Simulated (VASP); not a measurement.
Energy against volume of GdN (rock salt). Computed with r2SCAN meta-GGA, VASP's PBE PAW potentials (set 64) (plane waves; VASP). Settings: 520 eV cut-off, 9×9×9 Γ-centred mesh, Gaussian smearing of 0.050 eV, potentials Gd_3 N.

The 4f electrons are frozen in the core of the lanthanide potential, so 4f levels, which can set the real gap, and their magnetism are missing.

```json
[
 {"V (Å³/atom)": "14.836", "E (eV/atom)": "-21.78820"},
 {"V (Å³/atom)": "15.295", "E (eV/atom)": "-21.79598"},
 {"V (Å³/atom)": "15.754", "E (eV/atom)": "-21.78930"},
 {"V (Å³/atom)": "16.213", "E (eV/atom)": "-21.77033"}
]
```

Task: Fit these four points and predict the energy of the run at 14.377 Å³/atom.

Result: A cubic in V^(−2/3), the third-order Birch-Murnaghan form, passes through the four points with V0 = 15.30 Å³/atom and B0 = 168 GPa, and gives -21.7634 eV/atom there. The run gave -21.7635 eV/atom, -0.1 meV/atom from the fit; all five points give B0 = 167 GPa.

The compound is GdN in the rock salt structure. It was relaxed first.
